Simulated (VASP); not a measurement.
# Sb3I2 (Pm-3m) in VASP: further runs

The runs below take Sb3I2 through relaxation of cell and atoms, with PBE.

All numbers are computed with VASP 6.6.1; they aren't measurements. Logs are shortened: lines on timing, memory, paths and dates and some standing lists are left out, and cuts for length are marked.

## 1. Starting point

Symmetry: Pm-3m, No. 221, cubic system. Conventional cell: a = 5.873 Å, b = 5.873 Å, c = 5.873 Å, α = 90.00°, β = 90.00°, γ = 90.00°. Around Sb (site symmetry 4/mmm) lie 2 I at 2.94 Å. I (site symmetry m-3m) is surrounded by 6 Sb at 2.94 Å. I (site symmetry m-3m) has 12 Sb at 4.15 Å as nearest neighbours.

The cell was built by a generator and needn't be a form met in nature.

## 2. Relaxation of cell and atoms, PBE

INCAR reads:

```
  PREC = Accurate
  ENCUT = 600
  EDIFF = 1E-6
  ISMEAR = -1
  SIGMA = 0.05
  LREAL = F
  LASPH = T
  NELM = 100
  ALGO = Fast
  ISIF = 3
  LWAVE = F
  LCHARG = F
  GGA = PE
  IBRION = 2
  NSW = 40
  EDIFFG = -0.01
  PSTRESS = 0
```

KPOINTS reads:

```
Automatic mesh
0
Gamma
  4 4 4
```

POSCAR reads:

```
Sb3I2
1.0
    5.8734900000      0.0000000000      0.0000000000
    0.0000000000      5.8734900000      0.0000000000
    0.0000000000      0.0000000000      5.8734900000
Sb I
3 2
Direct
    0.5000000000      0.0000000000      0.0000000000
    0.0000000000      0.5000000000      0.0000000000
    0.0000000000      0.0000000000      0.5000000000
    0.0000000000      0.0000000000      0.0000000000
    0.5000000000      0.5000000000      0.5000000000
```

Potentials or basis: VASP PAW PBE potentials, release 64 (Sb, I).

The run is started by

```console
> cat potpaw_PBE.64/Sb/POTCAR potpaw_PBE.64/I/POTCAR > POTCAR
> mpirun -np 1 vasp_std > vasp.out
```

OUTCAR:

```text
PREC = Accurate
   ENCUT = 600
   EDIFF = 1E-6
   ISMEAR = -1
   LREAL = F
   LASPH = T
   NELM = 100
   ISIF = 3
   GGA = PE
   IBRION = 2
   NSW = 40
   EDIFFG = -0.01
   PSTRESS = 0

 ion  position               nearest neighbor table
   1  0.500  0.000  0.000-   4 2.94   4 2.94
   2  0.000  0.500  0.000-   4 2.94   4 2.94
   3  0.000  0.000  0.500-   4 2.94   4 2.94
   4  0.000  0.000  0.000-   1 2.94   2 2.94   3 2.94   3 2.94   2 2.94   1 2.94
   5  0.500  0.500  0.500-

  LATTYP: Found a simple cubic cell.
 ALAT       =     5.8734900000

  Lattice vectors:

 A1 = (   5.8734900000,   0.0000000000,   0.0000000000)
 A2 = (   0.0000000000,   5.8734900000,   0.0000000000)
 A3 = (   0.0000000000,   0.0000000000,   5.8734900000)

Analysis of symmetry for initial positions (statically):
=====================================================================
 Subroutine PRICEL returns:
 Original cell was already a primitive cell.

 Routine SETGRP: Setting up the symmetry group for a
 simple cubic supercell.

 Subroutine GETGRP returns: Found 48 space group operations
 (whereof 48 operations were pure point group operations)
 out of a pool of 48 trial point group operations.

The static configuration has the point symmetry O_h .

Analysis of symmetry for dynamics (positions and initial velocities):
=====================================================================
 Subroutine PRICEL returns:
 Original cell was already a primitive cell.

 Routine SETGRP: Setting up the symmetry group for a
 simple cubic supercell.

 Subroutine GETGRP returns: Found 48 space group operations
 (whereof 48 operations were pure point group operations)
 out of a pool of 48 trial point group operations.

The dynamic configuration has the point symmetry O_h .

 Subroutine INISYM returns: Found 48 space group operations
 (whereof 48 operations are pure point group operations),
 and found     1 'primitive' translations

----------------------------------------------------------------------------------------

                                     Primitive cell

  volume of cell :     202.6230

  direct lattice vectors                    reciprocal lattice vectors
     5.873490000  0.000000000  0.000000000     0.170256526  0.000000000  0.000000000
     0.000000000  5.873490000  0.000000000     0.000000000  0.170256526  0.000000000
     0.000000000  0.000000000  5.873490000     0.000000000  0.000000000  0.170256526

  length of vectors
     5.873490000  5.873490000  5.873490000     0.170256526  0.170256526  0.170256526

  position of ions in fractional coordinates (direct lattice)
     0.500000000  0.000000000  0.000000000
     0.000000000  0.500000000  0.000000000
     0.000000000  0.000000000  0.500000000
     0.000000000  0.000000000  0.000000000
     0.500000000  0.500000000  0.500000000

  ion indices of the primitive-cell ions
   primitive index   ion index
                 1           1
                 2           2
                 3           3
                 4           4
                 5           5

----------------------------------------------------------------------------------------

 KPOINTS: Automatic mesh

Automatic generation of k-mesh.
 Grid dimensions read from file:
 generate k-points for:    4    4    4

 Generating k-lattice:
[... 51 lines left out ...]
   IBRION =      2    ionic relax: 0-MD 1-quasi-New 2-CG
   NFREE  =      1    steps in history (QN), initial steepest desc. (CG)
   ISIF   =      3    stress and relaxation
   ISYM   =      2    0-nonsym 1-usesym 2-fastsym
   POTIM  = 0.5000    time-step for ionic-motion
   TEBEG  =    0.0;   TEEND  =   0.0 temperature during run
   PSTRESS=    0.0 pullay stress
   NELECT =      29.0000    total number of electrons
   NUPDOWN=      -1.0000    fix difference up-down
   EMIN   =  10.00;   EMAX   =-10.00  energy-range for DOS
   EFERMI =   0.00;   METHOD = LEGACY
   ISMEAR =    -1;   SIGMA  =   0.05  broadening in eV -4-tet -1-fermi 0-gaus
   EFERMI_NEDOS =   21; number of points for ismear=-14 and -15
   IALGO  =     68    algorithm
   IMIX   =      4    mixing-type and parameters
     AMIX     =   0.40;   BMIX     =  1.00
     AMIX_MAG =   1.60;   BMIX_MAG =  1.00
  volume/ion in A,a.u.               =      40.52       273.47
  Fermi-wavevector in a.u.,A,eV,Ry     =   0.856337  1.618242  9.977325  0.733313
  Thomas-Fermi vector in A             =   1.973223
   LORBIT       =      0    0 simple, 1 ext, 2 COOP (PROOUT), +10 PAW based schemes
   GGA     = PE    functional components
   LHFCALC =     F    Hartree Fock is set to
   AEXX    =    0.0000 exact exchange contribution
   IVDW    =     0    specifies the selected vdW correction
   LEPSILON=     F    determine dielectric tensor
   LRPA    =     F    only Hartree local field effects (RPA)
 conjugate gradient relaxation of ions
 non-spin polarized calculation
 RMM-DIIS sequential band-by-band and
  energy-cutoff  :      600.00
  volume of cell :      202.62
 maximum number of plane-waves:      6816
 NGX is ok and might be reduce to    48
   NGX = 23   NGY = 23   NGZ = 23

--------------------------------------- Ionic step        1  -------------------------------------------

 number of electron      28.9999996 magnetization

 Free energy of the ion-electron system (eV)
  ---------------------------------------------------
  ext. energy  EPLUGINS =         0.00000000
  ---------------------------------------------------
  free energy    TOTEN  =       -10.52654578 eV

  energy without entropy =      -10.45778637  energy(sigma->0) =      -10.49216608

------------------------ aborting loop because EDIFF is reached ----------------------------------------

  FORCE on cell =-STRESS in cart. coord.  units (eV):
  Direction    XX          YY          ZZ          XY          YZ          ZX
  --------------------------------------------------------------------------------------
  -------------------------------------------------------------------------------------
  Total        0.5486318      0.5486318      0.5486318     -0.0000000     -0.0000000      0.0000000
  in kB        4.3381326      4.3381326      4.3381326     -0.0000000     -0.0000000      0.0000000
  external PRESSURE =       4.3381326 kB  Pullay stress =       0.0000000 kB

 VOLUME and BASIS-vectors are now :
 -----------------------------------------------------------------------------
  energy-cutoff  :      600.00
  volume of cell :      202.62
      direct lattice vectors                 reciprocal lattice vectors
     5.873490000  0.000000000  0.000000000     0.170256526  0.000000000  0.000000000
     0.000000000  5.873490000  0.000000000     0.000000000  0.170256526  0.000000000
     0.000000000  0.000000000  5.873490000     0.000000000  0.000000000  0.170256526

 POSITION                                       TOTAL-FORCE (eV/Angst)
 -----------------------------------------------------------------------------------
      2.93675      0.00000      0.00000         0.000000      0.000000      0.000000
      0.00000      2.93675      0.00000         0.000000      0.000000      0.000000
      0.00000      0.00000      2.93675         0.000000      0.000000      0.000000
      0.00000      0.00000      0.00000         0.000000      0.000000      0.000000
      2.93675      2.93675      2.93675         0.000000      0.000000      0.000000
 -----------------------------------------------------------------------------------
    total drift:                               -0.000000     -0.000000      0.000000

  FREE ENERGIE OF THE ION-ELECTRON SYSTEM (eV)
  ---------------------------------------------------
  free  energy   TOTEN  =       -10.5265457835 eV

  energy  without entropy=      -10.4577863713  energy(sigma->0) =      -10.49216608

--------------------------------------- Ionic step        2  -------------------------------------------

 number of electron      28.9999995 magnetization

 Free energy of the ion-electron system (eV)
  ---------------------------------------------------
  ext. energy  EPLUGINS =         0.00000000
  ---------------------------------------------------
  free energy    TOTEN  =       -10.53124684 eV

  energy without entropy =      -10.46197915  energy(sigma->0) =      -10.49661300

 E-fermi :   3.6300     XC(G=0):  -8.2521

 val. band max:        3.6037445956   @ k =   0.5000   0.2500   0.2500
 cond. band min:       3.6615024843   @ k =   0.5000   0.0000   0.0000
 fundamental gap:      0.0577578887
 Fermi energy:         3.6299578780

 k-point     1 :       0.0000    0.0000    0.0000
  band No.  band energies     occupation
      1     -11.2186      2.00000
      2      -8.0758      2.00000
      3      -4.6089      2.00000
      4      -4.6089      2.00000
      5      -4.2336      2.00000
      6      -2.3457      2.00000
[... 187 lines left out ...]
      5      -5.6252      2.00000
      6       0.6835      2.00000
[... 10 lines left out ...]
     17       3.7167      0.30018
     18       5.0494      0.00000

------------------------ aborting loop because EDIFF is reached ----------------------------------------

  FORCE on cell =-STRESS in cart. coord.  units (eV):
  Direction    XX          YY          ZZ          XY          YZ          ZX
  --------------------------------------------------------------------------------------
  -------------------------------------------------------------------------------------
  Total        0.0492836      0.0492836      0.0492836      0.0000000      0.0000000     -0.0000000
  in kB        0.3835710      0.3835710      0.3835710      0.0000000      0.0000000     -0.0000000
  external PRESSURE =       0.3835710 kB  Pullay stress =       0.0000000 kB

 VOLUME and BASIS-vectors are now :
 -----------------------------------------------------------------------------
  energy-cutoff  :      600.00
  volume of cell :      205.86
      direct lattice vectors                 reciprocal lattice vectors
     5.904581263 -0.000000000  0.000000000     0.169360020  0.000000000 -0.000000000
    -0.000000000  5.904581263  0.000000000     0.000000000  0.169360020  0.000000000
     0.000000000 -0.000000000  5.904581263    -0.000000000 -0.000000000  0.169360020

 POSITION                                       TOTAL-FORCE (eV/Angst)
 -----------------------------------------------------------------------------------
      2.95229     -0.00000      0.00000        -0.000000     -0.000000      0.000000
     -0.00000      2.95229      0.00000         0.000000     -0.000000      0.000000
      0.00000     -0.00000      2.95229        -0.000000      0.000000      0.000000
      0.00000      0.00000      0.00000        -0.000000     -0.000000      0.000000
      2.95229      2.95229      2.95229         0.000000      0.000000      0.000000
 -----------------------------------------------------------------------------------
    total drift:                               -0.000000     -0.000000      0.000000

  FREE ENERGIE OF THE ION-ELECTRON SYSTEM (eV)
  ---------------------------------------------------
  free  energy   TOTEN  =       -10.5312468378 eV

  energy  without entropy=      -10.4619791537  energy(sigma->0) =      -10.49661300

 reached required accuracy - stopping structural energy minimisation
```

Run time: 56 s. Hardware: 1 thread of Intel Xeon Platinum 8488C (Sapphire Rapids), shared host; peak memory 0.34 GiB.

What came out:

```
Free energy                            : -10.5312 eV
Relaxed volume                         : 41.17 Å³/atom
Relaxed cell                           : a = 5.905 Å, b = 5.905 Å, c = 5.905 Å, α = 90.00°, β = 90.00°, γ = 90.00°
Space group after relaxing (to 0.05 Å) : Pm-3m (No. 221)
Energy gained by relaxing              : 0.9 meV/atom
Ionic steps                            : 2
Pressure after relaxing                : 0.0 GPa
Band gap on the k mesh                 : none (metal or under the smearing width)
```

The path:
| step | energy change (eV) | largest force (eV/Å) | pressure (GPa) | volume (Å³) |
| --- | --- | --- | --- | --- |
| 1 | 0.0000 | 0.0000 | 0.43 | 202.62 |
| 2 | -0.0047 | 0.0000 | 0.04 | 205.86 |

Final structure:
```cif
data_structure
_symmetry_space_group_name_H-M 'P 1'
_symmetry_Int_Tables_number 1
_cell_length_a 5.9046
_cell_length_b 5.9046
_cell_length_c 5.9046
_cell_angle_alpha 90.000
_cell_angle_beta 90.000
_cell_angle_gamma 90.000
_cell_volume 205.86
loop_
_atom_site_label
_atom_site_type_symbol
_atom_site_fract_x
_atom_site_fract_y
_atom_site_fract_z
_atom_site_occupancy
Sb1 Sb 0.50000 0.00000 0.00000 1
Sb2 Sb 0.00000 0.50000 0.00000 1
Sb3 Sb 0.00000 0.00000 0.50000 1
I1 I 0.00000 0.00000 0.00000 1
I2 I 0.50000 0.50000 0.50000 1
```

Levels at points of the mesh, in eV from the Fermi level:
```csv
k point,band 10,band 11,band 12,band 13,band 14,band 15,band 16,band 17,band 18
"(0.00, 0.00, 0.00)",-1.94,-1.94,0.15,0.15,0.15,0.83,0.83,0.83,3.80
"(0.50, 0.00, 0.00)",-2.00,-1.59,-0.29,-0.18,-0.16,0.03,0.03,0.03,0.03
"(0.50, 0.50, 0.00)",-2.09,-1.89,-1.63,-0.66,-0.66,-0.39,-0.11,0.72,0.72
"(0.50, 0.50, 0.50)",-2.43,-2.43,-0.37,-0.37,-0.08,-0.08,-0.08,0.09,1.42
```

Caveat: an odd number of electrons without spin polarisation forces a metal; a magnetic or distorted state may lie lower.

## 3. Relaxation of cell and atoms, PBE, target pressure 2 GPa, at which the enthalpy is minimised

INCAR, as its differences from that of step 2:

```diff
@@ -16,2 +16,2 @@
   EDIFFG = -0.01
-  PSTRESS = 0
+  PSTRESS = 20
```

KPOINTS is that of step 2.

POSCAR is that of step 2.

Potentials or basis: VASP PAW PBE potentials, release 64 (Sb, I).

The run is started by

```console
> cat potpaw_PBE.64/Sb/POTCAR potpaw_PBE.64/I/POTCAR > POTCAR
> mpirun -np 1 vasp_std > vasp.out
```

Run time: 72 s. Hardware: 1 thread of Intel Xeon Platinum 8488C (Sapphire Rapids), shared host; peak memory 0.35 GiB.

It converged, with:

- Free energy: -10.4487 eV
- Relaxed volume: 38.41 Å³/atom
- Relaxed cell: a = 5.770 Å, b = 5.770 Å, c = 5.770 Å, α = 90.00°, β = 90.00°, γ = 90.00°
- Space group after relaxing (to 0.05 Å): Pm-3m (No. 221)
- Energy change on relaxing (the enthalpy is what falls): +15.6 meV/atom
- Ionic steps: 3
- Pressure after relaxing: 2.0 GPa
- Band gap on the k mesh: none (metal or under the smearing width)

The path:
```
step  energy change (eV)  largest force (eV/Å)  pressure (GPa)  volume (Å³)
   1              0.0000                0.0000            0.43       202.62
   2              0.0888                0.0000            2.15       191.23
   3              0.0779                0.0000            2.00       192.07
```

Final structure:
```yaml
crystal:
  lattice:
    - [5.76974, 0.00000, 0.00000]
    - [0.00000, 5.76974, 0.00000]
    - [0.00000, 0.00000, 5.76974]
  atoms:
    - { symbol: Sb, position: [0.50000, 0.00000, 0.00000] }
    - { symbol: Sb, position: [0.00000, 0.50000, 0.00000] }
    - { symbol: Sb, position: [0.00000, 0.00000, 0.50000] }
    - { symbol: I, position: [0.00000, 0.00000, 0.00000] }
    - { symbol: I, position: [0.50000, 0.50000, 0.50000] }
```

Levels at points of the mesh, in eV from the Fermi level:
| k point | band 11 | band 12 | band 13 | band 14 | band 15 | band 16 | band 17 | band 18 |
| --- | --- | --- | --- | --- | --- | --- | --- | --- |
| (0.00, 0.00, 0.00) | -2.13 | 0.15 | 0.15 | 0.15 | 0.94 | 0.94 | 0.94 | 3.64 |
| (0.50, 0.00, 0.00) | -1.72 | -0.38 | -0.17 | -0.15 | 0.01 | 0.01 | 0.02 | 0.02 |
| (0.50, 0.50, 0.00) | -2.10 | -1.79 | -0.79 | -0.79 | -0.45 | -0.02 | 0.82 | 0.82 |
| (0.50, 0.50, 0.50) | -2.33 | -0.42 | -0.42 | -0.07 | -0.07 | -0.07 | 0.26 | 1.58 |

Caveat: the cell is relaxed towards a set pressure, so the enthalpy falls and the energy may rise; an odd number of electrons without spin polarisation forces a metal; a magnetic or distorted state may lie lower. The run has no spin-orbit coupling, so splittings on I, Sb are missing.
